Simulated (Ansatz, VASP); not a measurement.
# NiO2: VASP beside Ansatz

One calculation is typed for both programs; each brings its own data sets. How far apart do they land? The cell is taken from a series of runs on this material, whose earlier steps may have relaxed, scaled, displaced or heated it; both programs get it as it stands.

Calculated with Ansatz 0.2.0; plane waves, with VASP 6.6.1 beside it; zone-centre phonons at PBEsol.

### Step 1. Starting point

Symmetry: P-3m1, No. 164, trigonal system. Conventional cell: a = 2.784 Å, b = 2.784 Å, c = 4.920 Å, α = 90.00°, β = 90.00°, γ = 120.00°. Ni has 6 O at 1.86 Å nearest. Nearest to O lie 3 Ni at 1.86 Å. Farther neighbours and most contacts between anions are not listed.

Structure file:

```xyz
3
Lattice="2.7843 0.0000 0.0000 -1.3921 2.4113 0.0000 0.0000 0.0000 4.9199" Properties=species:S:1:pos:R:3 pbc="T T T"
Ni    0.0000    0.0000    2.4600
O     1.3921    0.8038    3.3930
O     0.0000    1.6075    1.5269
```

### Step 2. VASP: zone-centre phonons, PBEsol

Second derivatives magnify differences that forces hide, and they need a tight electronic threshold.

Lines of VASP's logs that name or quote its potential files are left out, and so is its time.

Input file INCAR:

```
SYSTEM = NiO2
PREC = Accurate
ENCUT = 600
EDIFF = 1E-08
NELM = 120
ISMEAR = 0
SIGMA = 0.01
LREAL = .FALSE.
ALGO = Normal
GGA = PS
NBANDS = 17
LASPH = .TRUE.
LORBIT = 11
LWAVE = .FALSE.
LCHARG = .FALSE.
ISIF = 2
IBRION = 8
LEPSILON = .TRUE.
GGA_COMPAT = .FALSE.
EFERMI = MIDGAP
KPAR = 2
```

Input file POSCAR:

```
NiO2
1.0
    2.7842933446      0.0000000000      0.0000000000
   -1.3921466723      2.4112687680      0.0000000000
    0.0000000000      0.0000000000      4.9199396575
Ni O
1 2
Direct
    0.0000000000      0.0000000000      0.5000000000
    0.6666666667      0.3333333333      0.6896521167
    0.3333333333      0.6666666667      0.3103478833
```

Input file KPOINTS:

```
Automatic mesh
0
Gamma
12 12 6
0 0 0
```

The projector-augmented-wave data sets are Ni and O (PBE family, release 64).

Started as:

```sh
$ mpirun -np 2 vasp_std
```

Numbers of over 12 decimals in the logs are rounded to 6 here.

Log:

```text
[banner, memory and clock lines left out]
running    2 mpi-ranks, on    1 nodes
 distrk:  each k-point on    1 cores,    2 groups
 distr:  one band on    1 cores,    1 groups

 POSCAR found type information on POSCAR NiO
 POSCAR found :  2 types and       3 ions
|                                                                             |
|               ----> ADVICE to this user running VASP <----                  |
|                                                                             |
|     You enforced a specific xc type in the INCAR file but a different       |
|     [... a line on the potential file left out ...]
|     I HOPE YOU KNOW WHAT YOU ARE DOING!                                     |
|                                                                             |

 LDA part: xc-table for (Slater+PW92), standard interpolation
 POSCAR, INCAR and KPOINTS ok, starting setup
 FFT: planning ... GRIDC
 FFT: planning ... GRID_SOFT
 FFT: planning ... GRID
 WAVECAR not read
 entering main loop
       N       E                     dE             d eps       ncg     rms          rms(c)
DAV:   1     0.170911934638E+03    0.17091E+03   -0.12774E+04  3424   0.172E+03
DAV:   2    -0.110743525359E+02   -0.18199E+03   -0.17022E+03  3732   0.344E+02
DAV:   3    -0.262407772544E+02   -0.15166E+02   -0.15002E+02  4122   0.115E+02
DAV:   4    -0.264472525449E+02   -0.20648E+00   -0.20626E+00  4231   0.135E+01
DAV:   5    -0.264502663209E+02   -0.30138E-02   -0.30131E-02  4209   0.159E+00    0.281E+01
DAV:   6    -0.323483316366E+02   -0.58981E+01   -0.59739E+01  4059   0.183E+02    0.461E+01
DAV:   7    -0.188657066711E+02    0.13483E+02   -0.21162E+01  4039   0.117E+02    0.569E+00
DAV:   8    -0.187887027331E+02    0.77004E-01   -0.24815E+00  5005   0.259E+01    0.324E+00
DAV:   9    -0.187828731946E+02    0.58295E-02   -0.27295E-01  4895   0.143E+01    0.115E+00
DAV:  10    -0.187649063732E+02    0.17967E-01   -0.49120E-02  3836   0.680E+00    0.385E-01
DAV:  11    -0.187641275128E+02    0.77886E-03   -0.64264E-03  4453   0.701E-01    0.127E-01
DAV:  12    -0.187640984746E+02    0.29038E-04   -0.20625E-04  3762   0.184E-01    0.748E-02
DAV:  13    -0.187640568490E+02    0.41626E-04   -0.16125E-04  3556   0.372E-01    0.124E-02
DAV:  14    -0.187640583911E+02   -0.15421E-05   -0.13611E-05  4662   0.367E-02    0.878E-03
DAV:  15    -0.187640581609E+02    0.23025E-06   -0.20301E-06  3557   0.349E-02    0.209E-03
DAV:  16    -0.187640581111E+02    0.49775E-07   -0.36580E-07  4963   0.139E-02    0.160E-03
DAV:  17    -0.187640580893E+02    0.21749E-07   -0.87883E-08  3729   0.680E-03    0.229E-04
DAV:  18    -0.187640581038E+02   -0.14492E-07   -0.48321E-09  2507   0.100E-03    0.165E-04
DAV:  19    -0.187640581080E+02   -0.41350E-08   -0.16055E-09  1778   0.107E-03
   1 F= -.18764058E+02 E0= -.18764058E+02  d E =0.000000E+00
 Linear response reoptimize wavefunctions to high precision
DAV:   1    -0.187640581088E+02   -0.86357E-09   -0.45393E-10  2171   0.307E-04
DAV:   2    -0.187640581088E+02    0.51386E-10   -0.10893E-10  1764   0.115E-04
 Linear response G [H, r] |phi>, progress :
  Direction:   1
       N       E                     dE             d eps       ncg     rms
RMM:   1    -0.744579878743E+02   -0.74458E+02    0.81097E+01  7319   0.130E+02
RMM:   2    -0.684382824631E+02    0.60197E+01   -0.63104E+00  4909   0.449E+01
RMM:   3    -0.693831715723E+02   -0.94489E+00   -0.15685E+00  5940   0.107E+01
RMM:   4    -0.694100115357E+02   -0.26840E-01   -0.89152E-02  6168   0.201E+00
RMM:   5    -0.694122060762E+02   -0.21945E-02   -0.44754E-03  6167   0.486E-01
RMM:   6    -0.694123528977E+02   -0.14682E-03   -0.45792E-04  6236   0.148E-01
RMM:   7    -0.694123694670E+02   -0.16569E-04   -0.48212E-05  6219   0.480E-02
RMM:   8    -0.694123710303E+02   -0.15633E-05    0.50828E-07  6182   0.161E-02
RMM:   9    -0.694123712673E+02   -0.23700E-06    0.75429E-06  6094   0.595E-03
RMM:  10    -0.694123712620E+02    0.53580E-08    0.12372E-05  5912   0.241E-03
RMM:  11    -0.694123712007E+02    0.61265E-07    0.11845E-05  5483   0.125E-03
RMM:  12    -0.694123714069E+02   -0.20626E-06    0.17171E-07  4656   0.834E-04
RMM:  13    -0.694123714607E+02   -0.53779E-07    0.31834E-06  3580   0.690E-04
RMM:  14    -0.694123714991E+02   -0.38396E-07   -0.65918E-06  2839   0.649E-04
RMM:  15    -0.694123715281E+02   -0.29026E-07    0.47296E-06  2623   0.636E-04
RMM:  16    -0.694123715856E+02   -0.57435E-07   -0.39903E-06  2485   0.632E-04
 Linear response G [H, r] |phi>, progress :
  Direction:   2
       N       E                     dE             d eps       ncg     rms
RMM:   1    -0.735852990363E+02   -0.73585E+02    0.99015E+01  7246   0.131E+02
RMM:   2    -0.673551382956E+02    0.62302E+01   -0.85006E+00  4827   0.462E+01
RMM:   3    -0.681758379142E+02   -0.82070E+00   -0.18341E+00  5938   0.113E+01
[...]
change of polarisation eV/A/(eV/A) component  1 :     2.408     0.037    -0.050
 dielectric tensor                  component  1 :    14.194     0.200    -0.272
 Linear response to external field, progress :
  Direction:   2
       N       E                     dE             d eps       ncg     rms          rms(c)
RMM:   1    -0.117921177905E+01   -0.11792E+01   -0.63692E+00 14587   0.128E+01
[...]
change of polarisation eV/A/(eV/A) component  3 :    -0.112    -0.019     0.390
 dielectric tensor                  component  3 :    -0.615    -0.107     3.139
 Linear response DOF=           4
 Linear response progress:
  Degree of freedom:   1/  4
       N       E                     dE             d eps       ncg     rms          rms(c)
RMM:   1    -0.186119457394E+00   -0.18612E+00   -0.68899E-02 15153   0.449E+00
RMM:   2    -0.171497474011E+00    0.14622E-01   -0.12685E-02 12010   0.150E+00    0.386E-01
RMM:   3    -0.170811957850E+00    0.68552E-03   -0.20240E-03 13483   0.365E-01    0.231E-01
RMM:   4    -0.170899156629E+00   -0.87199E-04   -0.94677E-04 13189   0.259E-01    0.249E-02
RMM:   5    -0.170906322432E+00   -0.71658E-05   -0.35096E-05 14095   0.551E-02    0.134E-02
RMM:   6    -0.170941510206E+00   -0.35188E-04   -0.25256E-06 13891   0.147E-02    0.347E-03
RMM:   7    -0.170941449541E+00    0.60665E-07   -0.25408E-07 12998   0.578E-03    0.120E-03
RMM:   8    -0.170939922663E+00    0.15269E-05   -0.49311E-08 14642   0.171E-03    0.522E-04
RMM:   9    -0.170937287976E+00    0.26347E-05    0.74274E-09 14643   0.713E-04    0.630E-05
RMM:  10    -0.170937147522E+00    0.14045E-06    0.50949E-09 14967   0.197E-04    0.404E-05
RMM:  11    -0.170937158743E+00   -0.11222E-07    0.68865E-09 14803   0.779E-05    0.934E-06
RMM:  12    -0.170937189519E+00   -0.30776E-07    0.12583E-08 15362   0.413E-05    0.277E-06
RMM:  13    -0.170937191030E+00   -0.15102E-08   -0.60545E-09 15011   0.269E-05    0.618E-07
 first order change of Fermi-energy  -0.97872E-04
 force on displaced ion       1 direction 1 : -25.885   0.000   0.000
 Born effective charge ion    1 direction 1 :   3.683   0.000   0.000
 Linear response progress:
  Degree of freedom:   2/  4
       N       E                     dE             d eps       ncg     rms          rms(c)
RMM:   1    -0.204366106572E+00   -0.20437E+00   -0.39478E-02  6473   0.423E+00
RMM:   2    -0.188067279720E+00    0.16299E-01   -0.68463E-03  4969   0.151E+00    0.390E-01
RMM:   3    -0.187435393481E+00    0.63189E-03   -0.25332E-03  5345   0.460E-01    0.246E-01
RMM:   4    -0.187215990136E+00    0.21940E-03   -0.63518E-04  5714   0.192E-01    0.207E-01
RMM:   5    -0.187055012378E+00    0.16098E-03   -0.84198E-04  6030   0.256E-01    0.275E-02
RMM:   6    -0.187120722994E+00   -0.65711E-04   -0.28161E-05  5934   0.474E-02    0.104E-02
RMM:   7    -0.187156662040E+00   -0.35939E-04   -0.14396E-06  5889   0.134E-02    0.229E-03
RMM:   8    -0.187146025285E+00    0.10637E-04   -0.99582E-08  5984   0.317E-03    0.639E-04
RMM:   9    -0.187143622687E+00    0.24026E-05    0.20078E-07  5482   0.119E-03    0.306E-04
RMM:  10    -0.187140952097E+00    0.26706E-05    0.21559E-07  6146   0.631E-04    0.146E-04
RMM:  11    -0.187141673632E+00   -0.72154E-06   -0.10916E-07  6035   0.188E-04    0.273E-05
RMM:  12    -0.187141666312E+00    0.73207E-08    0.32458E-08  6246   0.721E-05    0.997E-06
 first order change of Fermi-energy  -0.49958E-03
 force on displaced ion       1 direction 3 :  -0.000  -0.000 -32.440
 Born effective charge ion    1 direction 3 :  -0.000   0.000   0.446
 Linear response progress:
  Degree of freedom:   3/  4
       N       E                     dE             d eps       ncg     rms          rms(c)
RMM:   1    -0.352753053143E+00   -0.35275E+00    0.40272E-01 31988   0.488E+00
RMM:   2    -0.346939122188E+00    0.58139E-02   -0.81105E-03 20434   0.128E+00    0.216E-01
RMM:   3    -0.348176958618E+00   -0.12378E-02   -0.10563E-03 25723   0.275E-01    0.120E-01
RMM:   4    -0.349428692579E+00   -0.12517E-02   -0.13274E-04 21888   0.997E-02    0.184E-02
RMM:   5    -0.349430916863E+00   -0.22243E-05   -0.12829E-05 26616   0.318E-02    0.484E-03
RMM:   6    -0.349375024521E+00    0.55892E-04   -0.13988E-06 26625   0.102E-02    0.229E-03
RMM:   7    -0.349377367654E+00   -0.23431E-05   -0.20363E-07 25871   0.415E-03    0.173E-03
RMM:   8    -0.349383739667E+00   -0.63720E-05   -0.21343E-08 25700   0.173E-03    0.776E-04
RMM:   9    -0.349381652365E+00    0.20873E-05   -0.66614E-09 26693   0.743E-04    0.408E-04
RMM:  10    -0.349380641403E+00    0.10110E-05   -0.55031E-10 26790   0.401E-04    0.676E-05
RMM:  11    -0.349380823055E+00   -0.18165E-06   -0.10830E-08 26844   0.147E-04    0.345E-05
RMM:  12    -0.349380712818E+00    0.11024E-06   -0.13442E-08 26946   0.809E-05    0.535E-06
RMM:  13    -0.349380690377E+00    0.22442E-07   -0.29371E-08 27950   0.566E-05    0.203E-06
RMM:  14    -0.349380683877E+00    0.64998E-08   -0.24978E-09 27850   0.472E-05    0.109E-06
 first order change of Fermi-energy   0.98597E-05
 force on displaced ion       2 direction 1 : -13.803   0.000   0.000
 Born effective charge ion    2 direction 1 :  -1.842   0.000   0.000
 Linear response progress:
  Degree of freedom:   4/  4
       N       E                     dE             d eps       ncg     rms          rms(c)
RMM:   1    -0.392510687493E+00   -0.39251E+00    0.34336E-01  7039   0.498E+00
RMM:   2    -0.381355085951E+00    0.11156E-01   -0.89143E-03  5013   0.112E+00    0.388E-01
RMM:   3    -0.382963934153E+00   -0.16088E-02   -0.34968E-03  5614   0.513E-01    0.357E-01
RMM:   4    -0.381622720523E+00    0.13412E-02   -0.10384E-03  4944   0.374E-01    0.167E-01
RMM:   5    -0.382314298698E+00   -0.69158E-03   -0.23870E-04  4840   0.181E-01    0.108E-01
RMM:   6    -0.382266884812E+00    0.47414E-04   -0.94297E-05  4904   0.113E-01    0.259E-02
RMM:   7    -0.382326693589E+00   -0.59809E-04   -0.15151E-05  5838   0.339E-02    0.567E-03
RMM:   8    -0.382282629980E+00    0.44064E-04   -0.13183E-06  5949   0.875E-03    0.211E-03
RMM:   9    -0.382275900362E+00    0.67296E-05    0.38933E-09  5873   0.294E-03    0.929E-04
RMM:  10    -0.382271161841E+00    0.47385E-05    0.44937E-08  6045   0.131E-03    0.190E-04
RMM:  11    -0.382273157493E+00   -0.19957E-05    0.17250E-08  6029   0.489E-04    0.618E-05
RMM:  12    -0.382273333357E+00   -0.17586E-06    0.91275E-09  6282   0.210E-04    0.246E-05
RMM:  13    -0.382273434877E+00   -0.10152E-06    0.29720E-09  6174   0.119E-04    0.636E-06
RMM:  14    -0.382273384926E+00    0.49951E-07    0.33706E-09  6168   0.815E-05    0.345E-06
RMM:  15    -0.382273388359E+00   -0.34332E-08    0.49021E-09  6113   0.698E-05    0.713E-07
 first order change of Fermi-energy  -0.12008E+01
 force on displaced ion       2 direction 3 :   0.000   0.000 -17.685
 Born effective charge ion    2 direction 3 :   0.000   0.000  -0.222
 Born effective charges drift removed
 Linear response finished
```

[end of part 1 of 2]

[Lines on the potential files, build, host, timing and source positions are cut from VASP's logs without a mark.]

[Logs are printed without paths, hosts, clocks, repeated set-up lines and the standing remarks that a program may print on its own settings, such as how far it seeks lower states.]

[Hosts, paths, dates, database ids (printed as entryN), source tags and the programs' standing remarks are cut or masked in the printed files.]
